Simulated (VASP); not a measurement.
SnC3: single point with PBE

SnC3:

```
CELL_PARAMETERS angstrom
1.57181 0.90748 5.18738
-1.57181 0.90748 5.18738
0.00000 -1.81496 5.18738
ATOMIC_POSITIONS crystal
C 0.01424 0.01424 0.01424
C 0.47756 0.47756 0.47756
C 0.38347 0.38347 0.38347
Sn 0.87473 0.87473 0.87473
```

The cell was built by a generator and needn't be a form met in nature.

The cell isn't the ideal one: hydrostatic strain +0.3%.

| Property | Result |
| --- | --- |
| Program | VASP 6.6.1 |
| Task | single point |
| Functional | PBE |
| Potentials or basis | VASP PAW PBE potentials, release 64 (C, Sn_d) |
| Cutoff | 520 eV |
| k mesh | 10 × 10 × 10 |
| Occupations | fermi-dirac, width 0.02 eV |
| Spin | no spin polarisation |

The pressure is 1.1 GPa, the largest force is 0.203 eV/Å and the band gap on the k mesh is none (metal or under the smearing width).

Forces in eV/Å, atoms in the order of the input:
```
C    0.000  0.000  0.199
C    0.000  0.000 -0.203
C    0.000  0.000 -0.195
Sn   0.000  0.000  0.200
```

Stress tensor (GPa, compression positive):
```
0.95 0.00 0.00
0.00 0.95 0.00
0.00 0.00 1.40
```

Levels at points of the mesh, in eV from the Fermi level:
```
           k point  band 9  band 10  band 11  band 12  band 13  band 14  band 15  band 16  band 17  band 18
(0.00, 0.00, 0.00)   -3.67    -3.67    -2.51    -0.06     0.02     0.02     1.96     3.36     3.36     5.17
(0.50, 0.00, 0.00)   -7.57    -6.97    -5.26    -5.11    -2.21     1.21     3.29     4.62     5.69     6.27
(0.50, 0.50, 0.00)   -9.24    -5.69    -5.43    -2.54    -1.34     0.43     1.11     3.14     4.52     6.49
(0.50, 0.50, 0.50)   -5.39    -3.53    -3.53    -0.49    -0.49     0.14     2.69     3.81     3.81     4.72
```

It took 3.4 min on 1 thread of Intel(R) Xeon(R) 6975P-C (Granite Rapids), on a shared host, peak memory 0.3 GiB.
